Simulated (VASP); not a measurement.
Calculation: PBE GGA, VASP's PBE PAW potentials (set 64) (plane waves; VASP).

The input files of a VASP run:

File POSCAR:
```
Cs
1.0
 -3.0747876784   3.0747876784   3.0747876784
  3.0747876784  -3.0747876784   3.0747876784
  3.0747876784   3.0747876784  -3.0747876784
Cs
1
Cart
  0.0000000000   0.0000000000   0.0000000000
```

INCAR:
```
# general
SYSTEM  = Cs
PREC    = Normal
ENCUT   = 400   # plane-wave cut-off (eV)
LREAL   = .FALSE.   # projection in real space or not
LASPH   = .TRUE.   # aspherical one-centre terms

# electronic loop
EDIFF   = 1E-5   # SCF stop (eV)
NELM    = 100   # most electronic steps
NELMIN  = 4
ALGO    = Fast   # Davidson, then RMM-DIIS
LMAXMIX = 4

# smearing
ISMEAR  = 1
SIGMA   = 0.1   # width (eV)

# functional
GGA     = PE

# ions
IBRION  = 2
NSW     = 20   # most ionic steps
ISIF    = 2
EDIFFG  = -0.03

# output
LWAVE   = .FALSE.
LCHARG  = .FALSE.
```

### KPOINTS
```
Automatic mesh
0
Gamma
10 10 10
0 0 0
```

POTCAR, in this order: Cs_sv (PBE.64 set). Program: vasp_std.

What VASP printed:

OSZICAR:
```
       N       E                     dE             d eps       ncg     rms          rms(c)
DAV:   1     0.502301208225E+02    0.50230E+02   -0.25864E+03   752   0.637E+02
DAV:   2     0.372080950490E+01   -0.46509E+02   -0.45581E+02   968   0.116E+02
DAV:   3    -0.786650889272E+00   -0.45075E+01   -0.45041E+01   768   0.433E+01
DAV:   4    -0.844995540361E+00   -0.58345E-01   -0.58341E-01  1416   0.614E+00
DAV:   5    -0.845017031390E+00   -0.21491E-04   -0.21491E-04  1000   0.809E-02    0.131E-01
RMM:   6    -0.845533323413E+00   -0.51629E-03   -0.10667E-03   752   0.203E-01    0.901E-02
RMM:   7    -0.846542884955E+00   -0.10096E-02   -0.43471E-03   752   0.396E-01    0.368E-02
RMM:   8    -0.846601943038E+00   -0.59058E-04   -0.24602E-04   782   0.115E-01    0.715E-03
RMM:   9    -0.846604698676E+00   -0.27556E-05   -0.57295E-05   708   0.420E-02
   1 F= -.84660470E+00 E0= -.84580286E+00  d E =-.846605E+00
```

OUTCAR:
```
------------------------ aborting loop because EDIFF is reached ----------------------------------------
  FORCE on cell =-STRESS in cart. coord.  units (eV):
  Direction    XX          YY          ZZ          XY          YZ          ZX
  --------------------------------------------------------------------------------------
  Total        0.0050731      0.0050731      0.0050731     -0.0000000     -0.0000000      0.0000000
  in kB        0.0699000      0.0699000      0.0699000     -0.0000000     -0.0000000      0.0000000
  external PRESSURE =       0.0699000 kB  Pullay stress =       0.0000000 kB
  volume of cell :      116.28
      direct lattice vectors                 reciprocal lattice vectors
    -3.074787678  3.074787678  3.074787678     0.000000000  0.162612854  0.162612854
     3.074787678 -3.074787678  3.074787678     0.162612854  0.000000000  0.162612854
     3.074787678  3.074787678 -3.074787678     0.162612854  0.162612854  0.000000000
 POSITION                                       TOTAL-FORCE (eV/Angst)
 -----------------------------------------------------------------------------------
      0.00000      0.00000      0.00000         0.000000      0.000000      0.000000
 -----------------------------------------------------------------------------------
    total drift:                                0.000000      0.000000      0.000000
  FREE ENERGIE OF THE ION-ELECTRON SYSTEM (eV)
  ---------------------------------------------------
  free  energy   TOTEN  =        -0.8466046987 eV

  energy  without entropy=       -0.8441991919  energy(sigma->0) =       -0.84580286

 reached required accuracy - stopping structural energy minimisation
```
(Selected blocks of OUTCAR.)

The compound is Cs in the bcc structure. It was relaxed first.
